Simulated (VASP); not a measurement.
Output of a VASP run:

**OSZICAR**
```
...
DAV:   5    -0.223699647721E+02    0.17578E-03   -0.38863E-04   471   0.127E-01    0.453E-02
DAV:   6    -0.223699468947E+02    0.17877E-04   -0.50127E-04   501   0.116E-01    0.215E-02
DAV:   7    -0.223700242809E+02   -0.77386E-04   -0.23901E-04   389   0.620E-02    0.449E-02
DAV:   8    -0.223700594390E+02   -0.35158E-04   -0.12402E-05   317   0.249E-02    0.376E-02
DAV:   9    -0.223701044312E+02   -0.44992E-04   -0.89923E-06   315   0.148E-02    0.247E-02
DAV:  10    -0.223701481351E+02   -0.43704E-04   -0.67428E-06   308   0.981E-03    0.121E-02
DAV:  11    -0.223701870038E+02   -0.38869E-04   -0.61334E-06   323   0.817E-03    0.134E-03
DAV:  12    -0.223702031953E+02   -0.16191E-04   -0.20581E-06   307   0.537E-03    0.351E-03
DAV:  13    -0.223702125663E+02   -0.93710E-05   -0.11461E-06   307   0.387E-03
   4 F= -.22370213E+02 E0= -.22370213E+02  d E =-.181852E-01
       N       E                     dE             d eps       ncg     rms          rms(c)
DAV:   1    -0.223687335039E+02    0.14697E-02   -0.99421E-01   403   0.401E+00    0.109E-01
DAV:   2    -0.223705742679E+02   -0.18408E-02   -0.19360E-02   466   0.674E-01    0.487E-02
DAV:   3    -0.223705872772E+02   -0.13009E-04   -0.57757E-04   485   0.127E-01    0.437E-02
DAV:   4    -0.223705612651E+02    0.26012E-04   -0.55884E-05   429   0.423E-02    0.272E-02
DAV:   5    -0.223705372241E+02    0.24041E-04   -0.42730E-05   377   0.384E-02    0.808E-03
DAV:   6    -0.223705361072E+02    0.11169E-05   -0.34222E-05   377   0.245E-02
   5 F= -.22370536E+02 E0= -.22370536E+02  d E =-.185088E-01
       N       E                     dE             d eps       ncg     rms          rms(c)
DAV:   1    -0.223706166602E+02   -0.79436E-04   -0.12888E+00   401   0.549E+00    0.116E-01
DAV:   2    -0.223729308636E+02   -0.23142E-02   -0.23982E-02   443   0.902E-01    0.546E-02
DAV:   3    -0.223729613717E+02   -0.30508E-04   -0.60932E-04   481   0.162E-01    0.484E-02
DAV:   4    -0.223729541079E+02    0.72637E-05   -0.37126E-05   430   0.377E-02
   6 F= -.22372954E+02 E0= -.22372954E+02  d E =-.241800E-02
       N       E                     dE             d eps       ncg     rms          rms(c)
DAV:   1    -0.223711044801E+02    0.18569E-02   -0.23941E+00   401   0.749E+00    0.153E-01
DAV:   2    -0.223754035535E+02   -0.42991E-02   -0.44628E-02   449   0.123E+00    0.737E-02
DAV:   3    -0.223754621336E+02   -0.58580E-04   -0.11475E-03   491   0.222E-01    0.657E-02
DAV:   4    -0.223754488777E+02    0.13256E-04   -0.71347E-05   477   0.531E-02    0.427E-02
DAV:   5    -0.223754421765E+02    0.67012E-05   -0.72319E-05   364   0.494E-02
   7 F= -.22375442E+02 E0= -.22375442E+02  d E =-.490607E-02
       N       E                     dE             d eps       ncg     rms          rms(c)
DAV:   1    -0.223591498126E+02    0.16299E-01   -0.96079E+00   403   0.151E+01    0.328E-01
DAV:   2    -0.223775075082E+02   -0.18358E-01   -0.19156E-01   451   0.252E+00    0.144E-01
DAV:   3    -0.223777900649E+02   -0.28256E-03   -0.51548E-03   484   0.469E-01    0.130E-01
DAV:   4    -0.223777297040E+02    0.60361E-04   -0.30960E-04   486   0.113E-01    0.855E-02
DAV:   5    -0.223776829870E+02    0.46717E-04   -0.23987E-04   477   0.110E-01    0.265E-02
DAV:   6    -0.223776954173E+02   -0.12430E-04   -0.10000E-04   431   0.376E-02    0.178E-02
DAV:   7    -0.223777044458E+02   -0.90285E-05   -0.91457E-06   291   0.253E-02
   8 F= -.22377704E+02 E0= -.22377704E+02  d E =-.716834E-02
```

File OUTCAR:
```
------------------------ aborting loop because EDIFF is reached ----------------------------------------
  FORCE on cell =-STRESS in cart. coord.  units (eV):
  Direction    XX          YY          ZZ          XY          YZ          ZX
  --------------------------------------------------------------------------------------
  Total       -1.0895109     -1.0895109     -0.4427410      0.0000000      0.0000000      0.0000000
  in kB       -3.0706419     -3.0706419     -1.2478068      0.0000000      0.0000000      0.0000000
  external PRESSURE =      -2.4630302 kB  Pullay stress =       0.0000000 kB
  volume of cell :      568.48
      direct lattice vectors                 reciprocal lattice vectors
     4.532021493  0.000000000  0.000000000     0.220652087  0.000000000  0.000000000
     0.000000000  4.532021493  0.000000000     0.000000000  0.220652087  0.000000000
     0.000000000  0.000000000 27.677640742     0.000000000  0.000000000  0.036130247
 POSITION                                       TOTAL-FORCE (eV/Angst)
 -----------------------------------------------------------------------------------
      4.53202      2.26601      9.13980         0.000000      0.000000      0.016906
      2.26601      4.53202     12.17686        -0.000000     -0.000000     -0.026604
      0.00000      2.26601     15.50078        -0.000000      0.000000      0.026604
      2.26601      4.53202     18.53784        -0.000000     -0.000000     -0.016906
      4.53202      2.26601     12.28300        -0.000000      0.000000     -0.023072
      2.26601      0.00000      8.94740        -0.000000      0.000000      0.017617
      0.00000      2.26601     18.73024        -0.000000     -0.000000     -0.017617
      2.26601      4.53202     15.39464        -0.000000     -0.000000      0.023072
 -----------------------------------------------------------------------------------
    total drift:                                0.000000      0.000000     -0.000000
  FREE ENERGIE OF THE ION-ELECTRON SYSTEM (eV)
  ---------------------------------------------------
  free  energy   TOTEN  =       -22.3777044458 eV

  energy  without entropy=      -22.3777044458  energy(sigma->0) =      -22.37770445

 reached required accuracy - stopping structural energy minimisation
```
(Selected blocks of OUTCAR.)

**POSCAR**
```
NaI(100) slab
1
    4.5320214931     0.0000000000     0.0000000000
    0.0000000000     4.5320214931    -0.0000000000
   -0.0000000000    -0.0000000000    27.6776407416
Na I
4 4
Direct
  0.0000000000   0.5000000000   0.3263240000
  0.5000000000   0.0000000000   0.4421080000
  0.0000000000   0.5000000000   0.5578920000
  0.5000000000   0.0000000000   0.6736760000
  0.0000000000   0.5000000000   0.4421080000
  0.5000000000   0.0000000000   0.3263240000
  0.0000000000   0.5000000000   0.6736760000
  0.5000000000   0.0000000000   0.5578920000
```

Reconstruct the remaining input files.

This is not unique; one that fits is the input of the run itself, PBEsol GGA, plane waves, VASP's PBE PAW potentials (set 64).

**INCAR**
```
ALGO  =  Normal
DIPOL  =  0.5 0.5 0.5
EDIFF  =  1E-5
EDIFFG  =  -0.03
ENCUT  =  400
GGA  =  PS
IBRION  =  2
IDIPOL  =  3
ISIF  =  2
ISMEAR  =  0
LASPH  =  .True.
LCHARG  =  .False.
LDIPOL  =  .True.
LMAXMIX  =  4
LREAL  =  .False.
LWAVE  =  .True.
NELM  =  100
NELMIN  =  4
NSW  =  50
PREC  =  Normal
SIGMA  =  0.05
SYSTEM  =  NaI(100) slab
```

**KPOINTS**
```
Automatic mesh
0
Gamma
5 5 1
```

POTCAR, in this order: Na_pv I (PBE.64 set). Program: vasp_std.

The cell is a thin slab with vacuum, built from NaI (rock salt): (100) face.
